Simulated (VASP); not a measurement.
VASP runs on AlN (zinc blende) share one base input (PBE GGA, plane waves, VASP's PBE PAW potentials (set 64)) and change the settings named in each case.

**INCAR**
```
# general
SYSTEM  =  AlN
PREC    =  Accurate
ENCUT   =  520
LREAL   =  .FALSE.
LASPH   =  .TRUE.

# electronic loop
EDIFF   =  1E-6
NELM    =  100
ALGO    =  Normal

# smearing
ISMEAR  =  0
SIGMA   =  0.05

# functional
GGA     =  PE

# ions
ISIF    =  2

# output
LWAVE   =  .FALSE.
LCHARG  =  .FALSE.
```

**KPOINTS**
```
Automatic mesh
0
Gamma
9 9 9
0 0 0
```

POSCAR:
```
AlN
1
    0.0000000000     2.2338000000     2.2338000000
    2.2338000000     0.0000000000     2.2338000000
    2.2338000000     2.2338000000     0.0000000000
Al N
1 1
Direct
  0.0000000000   0.0000000000   0.0000000000
  0.2500000000   0.2500000000   0.2500000000
```

POTCAR, in this order: Al N (PBE.64 set). Program: vasp_std.

| change | E(σ→0) (eV/atom) | pressure (GPa) | electronic steps |
|---|---|---|---|
| base run | -7.4113 | -7.98 | 12 |
| EDIFF = 1E-2 | -7.4145 | -8.53 | 7 |
| EDIFF = 1E-3 | -7.4112 | -7.55 | 9 |
| EDIFF = 1E-4 | -7.4113 | -8.03 | 11 |
| EDIFF = 1E-5 | -7.4113 | -8.03 | 11 |
| EDIFF = 1E-8 | -7.4113 | -7.98 | 13 |

Left out are runs that ran out of time, are held back, or changed the cell or the kind of run, fixed moments of cells without a moment, rows past the twelfth, gaps on odd meshes, pressures of charged cells and columns that move by less than the noise.

The compound is AlN in the zinc blende structure, a metastable form; wurtzite is the usual one. The cell was not relaxed at this level.
